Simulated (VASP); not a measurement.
OSZICAR of a VASP run on Mg4Te3S (space group Pmm2):

File OSZICAR:
```
       N       E                     dE             d eps       ncg     rms          rms(c)
DAV:   1     0.353660146907E+02    0.35366E+02   -0.99410E+03  1008   0.993E+02
DAV:   2    -0.103841134364E+03   -0.13921E+03   -0.13424E+03  1479   0.158E+02
DAV:   3    -0.115197264388E+03   -0.11356E+02   -0.11321E+02  1243   0.511E+01
DAV:   4    -0.115437682291E+03   -0.24042E+00   -0.24025E+00  1237   0.909E+00
DAV:   5    -0.115444338161E+03   -0.66559E-02   -0.66553E-02  1298   0.155E+00    0.713E+00
DAV:   6    -0.112870853374E+03    0.25735E+01   -0.34151E+00  1078   0.839E+00    0.690E+00
DAV:   7    -0.109941632855E+03    0.29292E+01   -0.44589E-01  1033   0.513E+00    0.412E+00
DAV:   8    -0.110865079821E+03   -0.92345E+00   -0.12840E+00  1133   0.654E+00    0.114E+00
DAV:   9    -0.110528041574E+03    0.33704E+00   -0.38868E-02  1193   0.121E+00    0.918E-01
DAV:  10    -0.110375347130E+03    0.15269E+00   -0.28480E-02  1138   0.109E+00    0.508E-01
DAV:  11    -0.110208844779E+03    0.16650E+00   -0.10453E-01  1028   0.246E+00    0.143E-01
DAV:  12    -0.110232808836E+03   -0.23964E-01   -0.22843E-02  1033   0.133E+00    0.149E-01
DAV:  13    -0.110231254721E+03    0.15541E-02   -0.26842E-03  1223   0.394E-01    0.119E-01
DAV:  14    -0.110232931099E+03   -0.16764E-02   -0.30580E-03  1098   0.418E-01    0.768E-02
DAV:  15    -0.110233042202E+03   -0.11110E-03   -0.13599E-03  1078   0.311E-01    0.458E-02
DAV:  16    -0.110233102642E+03   -0.60440E-04   -0.17864E-04  1183   0.897E-02    0.391E-02
DAV:  17    -0.110233119403E+03   -0.16761E-04   -0.98130E-06  1188   0.300E-02    0.252E-02
DAV:  18    -0.110233137789E+03   -0.18385E-04   -0.32384E-05  1118   0.431E-02    0.138E-02
DAV:  19    -0.110233143092E+03   -0.53036E-05   -0.12991E-05  1153   0.324E-02    0.136E-02
DAV:  20    -0.110233146593E+03   -0.35010E-05   -0.58390E-06  1108   0.191E-02    0.148E-02
DAV:  21    -0.110233145757E+03    0.83624E-06   -0.19916E-06  1202   0.105E-02    0.859E-03
DAV:  22    -0.110233146411E+03   -0.65397E-06   -0.10580E-06  1098   0.627E-03    0.267E-03
DAV:  23    -0.110233146182E+03    0.22874E-06   -0.23037E-07  1128   0.352E-03    0.113E-03
DAV:  24    -0.110233146163E+03    0.19025E-07   -0.11440E-08   634   0.103E-03
   1 F= -.11023315E+03 E0= -.11023315E+03  d E =0.000000E+00
       N       E                     dE             ncg
       N       E                     dE             ncg
       N       E                     dE             ncg
```

Which electronic solver shows in the log?

It is blocked Davidson (ALGO = Normal, or the opening steps of other solvers). The INCAR had ALGO = Normal.

Can the final energy be trusted as converged?

The run converged. It stopped with EDIFF = 1E-7, NELM = 100 (r2SCAN meta-GGA, plane waves, VASP's PBE PAW potentials (set 64)).

The structure comes from a computed database's Mg4Te3S entry (Pmm2); how it stands against other phases isn't given here. It was relaxed first.
